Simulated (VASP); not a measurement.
Data:

```
MoP
1.0
    0.00000     2.44970     2.44970
    2.44970     0.00000     2.44970
    2.44970     2.44970     0.00000
Mo P
1 1
Cartesian
  0.00000   0.00000   0.00000
  2.44970   2.44970   2.44970
```

Method: PBEsol GGA, VASP's PBE PAW potentials (set 64) (plane waves; VASP). Settings: 400 eV cut-off, Gaussian smearing of 0.050 eV, potentials Mo_sv P.

### Question
Give the energies of bands 6 to 12 at the high-symmetry points, in eV from the Fermi level.

### Answer

```csv
band,Γ,X,U,L,W
6,-2.51,-5.50,-5.84,-7.94,-5.37
7,-2.51,-4.53,-5.49,-5.30,-5.37
8,-2.51,-2.25,-4.19,-5.30,-5.22
9,-2.04,-2.25,-1.57,0.12,0.07
10,-2.04,-0.93,0.35,0.12,0.07
11,-0.24,0.84,1.27,1.31,0.85
12,-0.24,0.84,1.99,3.31,0.95
```

It has no gap at this level: it comes out as a metal or semimetal.

The structure was generated: MoP was put into the rock salt type (Fm-3m), which need not be its known phase. It was relaxed first, which changed the volume by -34 %. The electron count is odd and the run is not spin-polarised, which forces a metal. VASP warned that the highest band is occupied, so more bands are needed.
